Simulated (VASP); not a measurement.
Input:

```yaml
crystal:
  lattice:
    - [0.00000, 3.11488, 3.11488]
    - [3.11488, 0.00000, 3.11488]
    - [3.11488, 3.11488, 0.00000]
  atoms:
    - { symbol: In, position: [0.00000, 0.00000, 0.00000] }
    - { symbol: As, position: [0.25000, 0.25000, 0.25000] }
```

Method: r2SCAN meta-GGA, VASP's PBE PAW potentials (set 64) (plane waves; VASP). Settings: 480 eV cut-off, 8×8×8 Γ-centred mesh, Gaussian smearing of 0.050 eV, potentials In_d As.

Unless said otherwise, spin-orbit coupling is left out, though it shifts the bands of the heavy elements here.

Problem. Estimate the energy per atom (σ→0), pressure, band gap (on the k-mesh) with the smallest direct gap where there is one.

Solution. 
```yaml
band gap (on the k-mesh): none (metal, semimetal or under 0.01 eV)
energy per atom (σ→0): -19.013 eV/atom
pressure: -2.92 GPa
```

The absolute energy has meaning only against runs of the same code, potentials and settings.

The compound is InAs in the zinc blende structure. This cell was strained or had an atom moved on purpose.
